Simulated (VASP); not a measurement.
Consider the following.

```yaml
crystal:
  lattice:
    - [0.00000, 2.42353, 2.42353]
    - [2.42353, 0.00000, 2.42353]
    - [2.42353, 2.42353, 0.00000]
  atoms:
    - { symbol: B, position: [0.00000, 0.00000, 0.00000] }
    - { symbol: As, position: [0.25000, 0.25000, 0.25000] }
```

All values below come from vdW-DF-cx, VASP's PBE PAW potentials (set 64) (plane waves; VASP 6.6.1). Numerical set-up: 520 eV cut-off, 9×9×9 Γ-centred mesh, Gaussian smearing of 0.050 eV, potentials B As.

Task: Give the stress tensor in GPa (positive for a compressed cell).

Result: 
```
-3.78   0.00   0.00
 0.00  -3.78   0.00
 0.00   0.00  -3.78
```
The pressure is its mean diagonal, -3.78 GPa.

The compound is BAs in the zinc blende structure. This cell is one point of a volume scan, at 1.03 of the reference volume.
